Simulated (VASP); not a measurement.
# GaP (F-43m) in VASP: Born charges and dielectric tensor with LDA

Aim: the Born charges and dielectric tensor of GaP with LDA.

All numbers are computed with VASP 6.6.1; they aren't measurements. Logs are shortened: lines on timing, memory, paths and dates and some standing lists are left out, and cuts for length are marked.

**Experimental background.**

From “Stacking defects in GaP nanowires: Electronic structure and optical properties”, 2018, arxiv:1810.01194, for a bulk crystal of GaP at 10 K: band gap 2.34 eV (indirect).

The runs below are set against these values where they give the same quantity.

## Step 1: The structure

It takes space group F-43m (No. 216, cubic). The conventional cell has a = 5.437 Å, b = 5.437 Å, c = 5.437 Å, α = 90.00°, β = 90.00°, γ = 90.00°. Ga (site symmetry -43m) has 4 P at 2.35 Å as nearest neighbours. Around P (site symmetry -43m) lie 4 Ga at 2.35 Å.

The cell is a database's computed one.

## Step 2: Born charges and dielectric tensor, LDA

INCAR

```
SYSTEM = GaP
  PREC = Accurate
  ENCUT = 600
  EDIFF = 1E-8
  ISMEAR = 0
  SIGMA = 0.02
  LREAL = .FALSE.
  LASPH = .TRUE.
  NELM = 60
  ALGO = Fast
  ISIF = 2
  LWAVE = .FALSE.
  LCHARG = .FALSE.
  GGA = CA
  LEPSILON = .TRUE.
  IBRION = 8
  NSW = 1
```

KPOINTS

```
Automatic mesh
0
G
  8 8 8
  0 0 0
```

POSCAR

```
GaP
1.0
    0.0000000000      2.7183900000      2.7183900000
    2.7183900000      0.0000000000      2.7183900000
    2.7183900000      2.7183900000      0.0000000000
Ga P
1 1
Direct
    0.0000000000      0.0000000000      0.0000000000
    0.7500000000      0.7500000000      0.7500000000
```

Potentials or basis: VASP PAW LDA potentials, release 64 (Ga_d, P).

Started as:

```sh
$ cat potpaw_LDA.64/Ga_d/POTCAR potpaw_LDA.64/P/POTCAR > POTCAR
$ mpirun -np 1 vasp_std > vasp.out
```

OUTCAR:

```text
SYSTEM = GaP
   PREC = Accurate
   ENCUT = 600
   EDIFF = 1E-8
   ISMEAR = 0
   LREAL = .FALSE.
   LASPH = .TRUE.
   NELM = 60
   ISIF = 2
   GGA = CA
   LEPSILON = .TRUE.
   IBRION = 8
   NSW = 1

 ion  position               nearest neighbor table
   1  0.000  0.000  0.000-   2 2.35   2 2.35   2 2.35   2 2.35
   2  0.750  0.750  0.750-   1 2.35   1 2.35   1 2.35   1 2.35

  LATTYP: Found a face centered cubic cell.
 ALAT       =     5.4367800000

  Lattice vectors:

 A1 = (   0.0000000000,   2.7183900000,   2.7183900000)
 A2 = (   2.7183900000,   0.0000000000,   2.7183900000)
 A3 = (   2.7183900000,   2.7183900000,   0.0000000000)

Analysis of symmetry for initial positions (statically):
=====================================================================
 Subroutine PRICEL returns:
 Original cell was already a primitive cell.

 Routine SETGRP: Setting up the symmetry group for a
 face centered cubic supercell.

 Subroutine GETGRP returns: Found 24 space group operations
 (whereof 24 operations were pure point group operations)
 out of a pool of 48 trial point group operations.

The static configuration has the point symmetry T_d .

Analysis of symmetry for dynamics (positions and initial velocities):
=====================================================================
 Subroutine PRICEL returns:
 Original cell was already a primitive cell.

 Routine SETGRP: Setting up the symmetry group for a
 face centered cubic supercell.

 Subroutine GETGRP returns: Found 24 space group operations
 (whereof 24 operations were pure point group operations)
 out of a pool of 48 trial point group operations.

The dynamic configuration has the point symmetry T_d .

 Subroutine INISYM returns: Found 24 space group operations
 (whereof 24 operations are pure point group operations),
 and found     1 'primitive' translations

[... 619 lines left out ...]
     0.00000  6.72974  0.00811

 MACROSCOPIC STATIC DIELECTRIC TENSOR (including local field effects in DFT)
 ------------------------------------------------------
          11.792356    -0.000000    -0.000000
          -0.000000    11.792356    -0.000000
           0.000000    -0.000000    11.792356
 ------------------------------------------------------

 PIEZOELECTRIC TENSOR (including local field effects)  for field in x, y, z        (e  Angst)
          XX          YY          ZZ          XY          YZ          ZX
  --------------------------------------------------------------------------------
  x    -0.00000    -0.00000    -0.00000    -0.00000     2.02216    -0.00000
  y     0.00000     0.00000     0.00000     0.00000    -0.00000     2.02216
  z     0.00000     0.00000    -0.00000     2.02216     0.00000    -0.00000

 PIEZOELECTRIC TENSOR (including local field effects)  for field in x, y, z        (C/m^2)
          XX          YY          ZZ          XY          YZ          ZX
  --------------------------------------------------------------------------------
  x    -0.00000    -0.00000    -0.00000    -0.00000     0.80642    -0.00000
  y     0.00000     0.00000     0.00000     0.00000    -0.00000     0.80642
  z     0.00000     0.00000    -0.00000     0.80642     0.00000    -0.00000

 BORN EFFECTIVE CHARGES (including local field effects) (in |e|, cummulative output)
 ---------------------------------------------------------------------------------
 ion    1
    1     2.16570    -0.00000     0.00000
    2     0.00000     2.16570     0.00000
    3    -0.00000    -0.00000     2.16570
 ion    2
    1    -2.16570     0.00000    -0.00000
    2     0.00000    -2.16570    -0.00000
    3     0.00000     0.00000    -2.16570

 INTERNAL STRAIN TENSOR FOR ION    2 for displacements in x,y,z  (eV/Angst):
          X           Y           Z          XY          YZ          ZX
  --------------------------------------------------------------------------------
  x     0.00000    -0.00000    -0.00000     0.00000     6.72974     0.00000
  y    -0.00000     0.00000    -0.00000     0.00000     0.00000     6.72974
  z    -0.00000    -0.00000     0.00000     6.72974     0.00000     0.00000

 SECOND DERIVATIVES (NOT SYMMETRIZED)
 ------------------------------------
               1X          1Y          1Z          2X          2Y          2Z
  1X    -9.899159    0.000000    0.000000    9.899159    0.000000    0.000000
  1Y     0.000000   -9.899159    0.000000    0.000000    9.899159    0.000000
  1Z     0.000000    0.000000   -9.899159    0.000000    0.000000    9.899159
  2X     9.875596    0.000000    0.000000   -9.875596    0.000000    0.000000
  2Y     0.000000    9.875596    0.000000    0.000000   -9.875596    0.000000
  2Z     0.000000    0.000000    9.875596    0.000000    0.000000   -9.875596

 Eigenvectors and eigenvalues of the dynamical matrix
 ----------------------------------------------------

   1 f  =   10.612394 THz    66.679635 2PiTHz  353.991344 cm-1    43.889313 meV
             X         Y         Z           dx          dy          dz
      0.000000  0.000000  0.000000     0.555071    0.000000    0.000000
      4.077585  4.077585  4.077585    -0.831803   -0.000000    0.000000
[... 21 lines left out ...]
   6 f/i=    0.005838 THz     0.036683 2PiTHz    0.194747 cm-1     0.024145 meV
             X         Y         Z           dx          dy          dz
      0.000000  0.000000  0.000000    -0.325722   -0.652206    0.400536
      4.077585  4.077585  4.077585    -0.217358   -0.435224    0.267282

--------------------------------------------------------------------------------------------------------

 MACROSCOPIC STATIC DIELECTRIC TENSOR IONIC CONTRIBUTION
 ------------------------------------------------------
           2.136560    -0.000000    -0.000000
          -0.000000     2.136560     0.000000
          -0.000000     0.000000     2.136560
 ------------------------------------------------------

 ELASTIC MODULI CONTR FROM IONIC RELAXATION (kBar)
 Direction    XX          YY          ZZ          XY          YZ          ZX
 --------------------------------------------------------------------------------
 XX          -0.0000      0.0000      0.0000      0.0000     -0.0000      0.0000
 YY           0.0000     -0.0000     -0.0000      0.0000      0.0000      0.0000
 ZZ           0.0000     -0.0000     -0.0000     -0.0000      0.0000      0.0000
 XY           0.0000      0.0000     -0.0000   -180.8149      0.0000      0.0000
 YZ          -0.0000      0.0000      0.0000      0.0000   -180.8149      0.0000
 ZX           0.0000      0.0000      0.0000      0.0000      0.0000   -180.8149
 --------------------------------------------------------------------------------

 PIEZOELECTRIC TENSOR IONIC CONTR  for field in x, y, z        (C/m^2)
          XX          YY          ZZ          XY          YZ          ZX
  --------------------------------------------------------------------------------
  x    -0.00000     0.00000     0.00000    -0.00000    -0.58485     0.00000
  y     0.00000     0.00000     0.00000    -0.00000     0.00000    -0.58485
  z     0.00000     0.00000    -0.00000    -0.58485     0.00000     0.00000
```

Run time: 5.5 min. Hardware: 1 thread of Intel Xeon Platinum 8488C (Sapphire Rapids), shared host; peak memory 0.3 GiB.

Results:

```yaml
Band_gap_on_the_k_mesh: 1.48 eV, indirect (least direct gap 1.70 eV)
Electronic_dielectric_tensor_diagonal: 11.79
Born_charges_mean_of_the_diagonal: Ga +2.17; P -2.17 e
Highest_phonon_frequency_at_Γ_LO-TO_splitting_left_out: 354 cm⁻¹
```

Phonon frequencies in cm⁻¹ (negative: imaginary):
```
              q point        frequencies
(0.000, 0.000, 0.000)  0 0 0 354 354 354
```

Electronic dielectric tensor:
```
11.79  0.00  0.00
 0.00 11.79  0.00
 0.00  0.00 11.79
```

Born effective charge tensors (e):
atom 1, Ga
```
2.17 0.00 0.00
0.00 2.17 0.00
0.00 0.00 2.17
```
atom 2, P
```
-2.17  0.00  0.00
 0.00 -2.17  0.00
 0.00  0.00 -2.17
```

## Step 3: Against experiment

Step 2. A measured gap of GaP is 2.34 eV (indirect; 10 K; quoted in “Stacking defects in GaP nanowires: Electronic structure and optical properties”, 2018, arxiv:1810.01194); the calculated 1.48 eV misses it by -0.86 eV. Spin-orbit coupling on Ga is left out. The value is that of LDA on a finite k mesh, which can miss the band edges, without temperature or zero-point motion. Semilocal functionals fall short of measured gaps as a rule. The cell is a database's relaxed one, not the measured one, which moves gaps too.
